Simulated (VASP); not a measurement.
Level of theory: vdW-DF2, VASP's PBE PAW potentials (set 64) (plane waves; VASP 6.6.1).

The input files of a VASP run:

**POSCAR**
```
TiB2
1.0
  1.5103582640  -2.6160172772   0.0000000000
  1.5103582640   2.6160172772   0.0000000000
  0.0000000000   0.0000000000   3.1819276508
Ti B
1 2
Cartesian
  1.5103582640  -2.6160172772   3.1819276508
  1.5103582640   0.8720075031   1.5909638254
  1.5103582640  -0.8720075031   1.5909638254
```

**INCAR**
```
# general
SYSTEM   = TiB2
PREC     = Accurate
ENCUT    = 520
LREAL    = F
LASPH    = T

# electronic loop
EDIFF    = 1E-6   # SCF stop (eV)
NELM     = 100   # most electronic steps
ALGO     = Normal
LMAXMIX  = 4   # l cut-off of mixed one-centre charges

# smearing
ISMEAR   = 1   # Methfessel-Paxton
SIGMA    = 0.1

# functional
GGA      = ML
LUSE_VDW = T
AGGAC    = 0.0
ZAB_VDW  = -1.8867

# ions
IBRION   = 2
NSW      = 60   # most ionic steps
ISIF     = 3
EDIFFG   = -0.02   # ionic stop

# output
LWAVE    = F
LCHARG   = F
```

KPOINTS:
```
Automatic mesh
0
Gamma
11 11 9
0 0 0
```

POTCAR, in this order: Ti_sv B (PBE.64 set). Program: vasp_std.

Output of the run:

**OSZICAR**
```
       N       E                     dE             d eps       ncg     rms          rms(c)
DAV:   1     0.134001872040E+03    0.13400E+03   -0.94732E+03  2080   0.158E+03
DAV:   2    -0.137339099277E+02   -0.14774E+03   -0.14392E+03  2135   0.392E+02
DAV:   3    -0.231781697342E+02   -0.94443E+01   -0.92781E+01  3003   0.944E+01
DAV:   4    -0.235098188740E+02   -0.33165E+00   -0.33139E+00  2689   0.161E+01
DAV:   5    -0.235209233214E+02   -0.11104E-01   -0.11103E-01  3019   0.254E+00    0.166E+01
DAV:   6    -0.180184422725E+02    0.55025E+01   -0.29404E+01  2731   0.600E+01    0.400E+00
DAV:   7    -0.180230487530E+02   -0.46065E-02   -0.22158E+00  2407   0.185E+01    0.348E+00
DAV:   8    -0.180319659269E+02   -0.89172E-02   -0.18493E-01  2930   0.374E+00    0.105E+00
DAV:   9    -0.180327387573E+02   -0.77283E-03   -0.74326E-02  2746   0.390E+00    0.444E-01
DAV:  10    -0.180312822822E+02    0.14565E-02   -0.78863E-03  2850   0.120E+00    0.683E-02
DAV:  11    -0.180312829896E+02   -0.70735E-06   -0.52692E-04  2607   0.298E-01    0.419E-02
DAV:  12    -0.180312740726E+02    0.89170E-05   -0.28548E-05  2493   0.642E-02    0.486E-03
DAV:  13    -0.180312749786E+02   -0.90598E-06   -0.25011E-06  1991   0.208E-02
   1 F= -.18031275E+02 E0= -.18031094E+02  d E =-.180313E+02
       N       E                     dE             d eps       ncg     rms          rms(c)
DAV:   1    -0.198790857110E+02   -0.18478E+01   -0.37703E+01  2842   0.981E+01    0.133E+01
DAV:   2    -0.185009320252E+02    0.13782E+01   -0.17055E+01  2684   0.543E+01    0.357E+00
DAV:   3    -0.180260292100E+02    0.47490E+00   -0.17607E+00  2694   0.153E+01    0.105E+00
DAV:   4    -0.180332907179E+02   -0.72615E-02   -0.30186E-01  2671   0.374E+00    0.450E-01
DAV:   5    -0.180530184049E+02   -0.19728E-01   -0.83729E-02  3097   0.300E+00    0.763E-01
DAV:   6    -0.180601296399E+02   -0.71112E-02   -0.21095E-02  2754   0.154E+00    0.202E-01
DAV:   7    -0.180603091567E+02   -0.17952E-03   -0.31385E-03  3128   0.378E-01    0.178E-01
DAV:   8    -0.180603815636E+02   -0.72407E-04   -0.20447E-04  2602   0.154E-01    0.101E-01
DAV:   9    -0.180602417209E+02    0.13984E-03   -0.10413E-03  2847   0.372E-01    0.290E-02
DAV:  10    -0.180602349051E+02    0.68158E-05   -0.35578E-05  2288   0.790E-02    0.891E-03
DAV:  11    -0.180602330710E+02    0.18341E-05   -0.31827E-06  2344   0.167E-02    0.236E-03
DAV:  12    -0.180602330283E+02    0.42671E-07   -0.39107E-07  1065   0.723E-03
   2 F= -.18060233E+02 E0= -.18060079E+02  d E =-.289580E-01
       N       E                     dE             d eps       ncg     rms          rms(c)
DAV:   1    -0.183722632310E+02   -0.31203E+00   -0.63499E+00  2593   0.385E+01    0.488E+00
DAV:   2    -0.181146803423E+02    0.25758E+00   -0.15197E+00  2669   0.176E+01    0.111E+00
DAV:   3    -0.180839624847E+02    0.30718E-01   -0.12489E-01  2639   0.408E+00    0.510E-01
DAV:   4    -0.180837056704E+02    0.25681E-03   -0.48361E-02  2594   0.197E+00    0.297E-01
DAV:   5    -0.180873795048E+02   -0.36738E-02   -0.65997E-03  2974   0.849E-01    0.481E-02
DAV:   6    -0.180878098535E+02   -0.43035E-03   -0.17635E-03  2806   0.297E-01    0.454E-02
DAV:   7    -0.180878390949E+02   -0.29241E-04   -0.20952E-04  2703   0.129E-01    0.318E-02
DAV:   8    -0.180878561313E+02   -0.17036E-04   -0.40436E-05  2275   0.806E-02    0.109E-02
DAV:   9    -0.180878510300E+02    0.51013E-05   -0.50477E-06  2215   0.263E-02    0.430E-03
DAV:  10    -0.180878529479E+02   -0.19179E-05   -0.44561E-07  1126   0.778E-03    0.293E-04
DAV:  11    -0.180878526561E+02    0.29185E-06   -0.35128E-08  1055   0.216E-03
   3 F= -.18087853E+02 E0= -.18087727E+02  d E =-.565777E-01
       N       E                     dE             d eps       ncg     rms          rms(c)
DAV:   1    -0.181078269216E+02   -0.19974E-01   -0.75124E-01  2215   0.142E+01    0.935E-01
DAV:   2    -0.180982789155E+02    0.95480E-02   -0.55199E-02  2152   0.275E+00    0.508E-01
DAV:   3    -0.180949497921E+02    0.33291E-02   -0.51221E-03  2447   0.946E-01    0.228E-01
DAV:   4    -0.180941086656E+02    0.84113E-03   -0.18648E-03  3180   0.499E-01    0.394E-02
DAV:   5    -0.180940965297E+02    0.12136E-04   -0.14484E-04  2166   0.143E-01    0.144E-02
DAV:   6    -0.180940954205E+02    0.11092E-05   -0.94089E-06  2724   0.346E-02    0.623E-03
DAV:   7    -0.180940939681E+02    0.14524E-05   -0.94019E-07  1306   0.123E-02    0.917E-04
DAV:   8    -0.180940940902E+02   -0.12204E-06   -0.91151E-08  1055   0.427E-03
   4 F= -.18094094E+02 E0= -.18093927E+02  d E =-.624143E-02
```

**OUTCAR**
```
------------------------ aborting loop because EDIFF is reached ----------------------------------------
  FORCE on cell =-STRESS in cart. coord.  units (eV):
  Direction    XX          YY          ZZ          XY          YZ          ZX
  --------------------------------------------------------------------------------------
  Total        0.0018248      0.0018248      0.0421035      0.0000000     -0.0000000      0.0000000
  in kB        0.1105016      0.1105016      2.5495625      0.0000000     -0.0000000      0.0000000
  external PRESSURE =       0.9235219 kB  Pullay stress =       0.0000000 kB
  volume of cell :       26.46
      direct lattice vectors                 reciprocal lattice vectors
     1.520850982 -2.634191199 -0.000000000     0.328763308 -0.189811582  0.000000000
     1.520850982  2.634191199  0.000000000     0.328763308  0.189811582  0.000000000
    -0.000000000 -0.000000000  3.302167168    -0.000000000 -0.000000000  0.302831428
 POSITION                                       TOTAL-FORCE (eV/Angst)
 -----------------------------------------------------------------------------------
      3.04170     -0.00000      0.00000         0.000000     -0.000000      0.000000
      1.52085      0.87807      1.65108        -0.000000      0.000000      0.000000
      1.52085     -0.87807      1.65108         0.000000     -0.000000     -0.000000
 -----------------------------------------------------------------------------------
    total drift:                               -0.000000     -0.000000     -0.000000
  FREE ENERGIE OF THE ION-ELECTRON SYSTEM (eV)
  ---------------------------------------------------
  free  energy   TOTEN  =       -18.0940940902 eV

  energy  without entropy=      -18.0935932804  energy(sigma->0) =      -18.09392715

 reached required accuracy - stopping structural energy minimisation
```
(Selected blocks of OUTCAR.)

**CONTCAR**
```
TiB2
   1.00000000000000
     1.5208509821539828   -2.6341911986853712   -0.0000000000000000
     1.5208509821539828    2.6341911986853712    0.0000000000000000
    -0.0000000000000000   -0.0000000000000000    3.3021671681409859
  Ti              B
     1     2
Direct
     1.0000000000000000    1.0000000000000000    0.0000000000000000
     0.3333330000000032    0.6666669999999968    0.5000000000000000
     0.6666669999999968    0.3333330000000032    0.5000000000000000
```

Energy and stress use the plane-wave basis of the starting cell.

The compound is TiB2 in the AlB2 type structure. This run relaxes it. Symmetry was kept, so distortions that lower it aren't found. The start is the result of an earlier pass.
